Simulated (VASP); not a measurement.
Computed with LDA (Ceperley-Alder, Perdew-Zunger), VASP's LDA PAW potentials (set 64) (plane waves; VASP).

Input for VASP

INCAR:
```
SYSTEM = LiCl
PREC = Accurate
ENCUT = 620
EDIFF = 1E-6
NELM = 100
ALGO = Normal
LREAL = .FALSE.
LASPH = .TRUE.
ISMEAR = 0
SIGMA = 0.05
LWAVE = .FALSE.
LCHARG = .FALSE.
IBRION = 2
ISIF = 3
NSW = 40
EDIFFG = -0.02
PSTRESS = 100
```

File POSCAR:
```
LiCl
1
    0.0000000000     2.3451027414     2.3451027414
    2.3451027414     0.0000000000     2.3451027414
    2.3451027414     2.3451027414     0.0000000000
Li Cl
1 1
Direct
  0.0000000000   0.0000000000   0.0000000000
  0.5000000000   0.5000000000   0.5000000000
```

KPOINTS:
```
Automatic
0
Gamma
 10 10 10
0 0 0
```

POTCAR, in this order: Li_sv Cl (LDA.64 set). Program: vasp_std.

What VASP printed:

**OSZICAR**
```
       N       E                     dE             d eps       ncg     rms          rms(c)
DAV:   1     0.407868053639E+02    0.40787E+02   -0.50179E+03   846   0.118E+03
DAV:   2    -0.643496065406E+01   -0.47222E+02   -0.45586E+02  1141   0.171E+02
DAV:   3    -0.800337858334E+01   -0.15684E+01   -0.15669E+01  1091   0.371E+01
DAV:   4    -0.803212513586E+01   -0.28747E-01   -0.28720E-01  1311   0.450E+00
DAV:   5    -0.803232705735E+01   -0.20192E-03   -0.20191E-03  1152   0.354E-01    0.308E+00
DAV:   6    -0.797293046495E+01    0.59397E-01   -0.11067E-01   932   0.193E+00    0.212E+00
DAV:   7    -0.796519161060E+01    0.77389E-02   -0.41835E-02  1259   0.124E+00    0.928E-01
DAV:   8    -0.796511154411E+01    0.80066E-04   -0.37636E-03  1137   0.502E-01    0.106E-01
DAV:   9    -0.796509526170E+01    0.16282E-04   -0.17931E-04  1038   0.962E-02    0.377E-02
DAV:  10    -0.796509610801E+01   -0.84631E-06   -0.14913E-05  1147   0.325E-02    0.689E-03
DAV:  11    -0.796509603950E+01    0.68501E-07   -0.13489E-06   663   0.110E-02
   1 F= -.63551733E+01 E0= -.63551733E+01  d E =-.635517E+01
```

OUTCAR:
```
------------------------ aborting loop because EDIFF is reached ----------------------------------------
  FORCE on cell =-STRESS in cart. coord.  units (eV):
  Direction    XX          YY          ZZ          XY          YZ          ZX
  --------------------------------------------------------------------------------------
  Total        1.6104412      1.6104412      1.6104412      0.0000000     -0.0000000     -0.0000000
  in kB      100.0322067    100.0322067    100.0322067      0.0000000     -0.0000000     -0.0000000
  external PRESSURE =       0.0322067 kB  Pullay stress =     100.0000000 kB
  volume of cell :       25.79
      direct lattice vectors                 reciprocal lattice vectors
     0.000000000  2.345102741  2.345102741    -0.213210275  0.213210275  0.213210275
     2.345102741  0.000000000  2.345102741     0.213210275 -0.213210275  0.213210275
     2.345102741  2.345102741  0.000000000     0.213210275  0.213210275 -0.213210275
  FREE ENERGIE OF THE ION-ELECTRON SYSTEM (eV)
  ---------------------------------------------------
  free  energy   TOTEN  =        -7.9650960395 eV

  energy  without entropy=       -7.9650960395  energy(sigma->0) =       -7.96509604
  enthalpy is  TOTEN    =        -6.3551732937 eV   P V=        1.6099227458

 reached required accuracy - stopping structural energy minimisation
```
(Selected blocks of OUTCAR.)

**OUTCAR**
```
 val. band max:        2.8871126569   @ k =  -0.1000   0.1000   0.0000

 cond. band min:       9.5445849153   @ k =   0.5000   0.0000   0.0000


 Fermi energy:         3.1532504202

 k-point     1 :       0.0000    0.0000    0.0000
  band No.  band energies     occupation
      1     -39.3840      2.00000
      2     -11.6320      2.00000
      3       2.8776      2.00000
      4       2.8776      2.00000
      5       2.8776      2.00000
      6      10.7979      0.00000
      7      14.7447      0.00000
      8      14.7447      0.00000
      9      14.7447      0.00000

 k-point     2 :       0.1000    0.0000    0.0000
  band No.  band energies     occupation
      1     -39.3829      2.00000
      2     -11.5497      2.00000
      3       2.3675      2.00000
      4       2.8334      2.00000
      5       2.8334      2.00000
      6      11.0910      0.00000
      7      14.2242      0.00000
      8      14.8338      0.00000
      9      14.8338      0.00000

 k-point     3 :       0.2000    0.0000    0.0000
  band No.  band energies     occupation
      1     -39.3797      2.00000
      2     -11.3211      2.00000
      3       1.2099      2.00000
      4       2.7243      2.00000
      5       2.7243      2.00000
      6      11.0326      0.00000
      7      14.0905      0.00000
      8      14.0905      0.00000
      9      14.4090      0.00000

 k-point     4 :       0.3000    0.0000    0.0000
  band No.  band energies     occupation
      1     -39.3758      2.00000
      2     -11.0075      2.00000
      3      -0.0259      2.00000
      4       2.6014      2.00000
      5       2.6014      2.00000
      6      10.3207      0.00000
      7      13.0063      0.00000
      8      13.0063      0.00000
      9      15.8978      0.00000

 k-point     5 :       0.4000    0.0000    0.0000
  band No.  band energies     occupation
      1     -39.3725      2.00000
      2     -10.7214      2.00000
      3      -0.9469      2.00000
...
```

The compound is LiCl in the rock salt structure. It was relaxed first under an external pressure of 10 GPa.
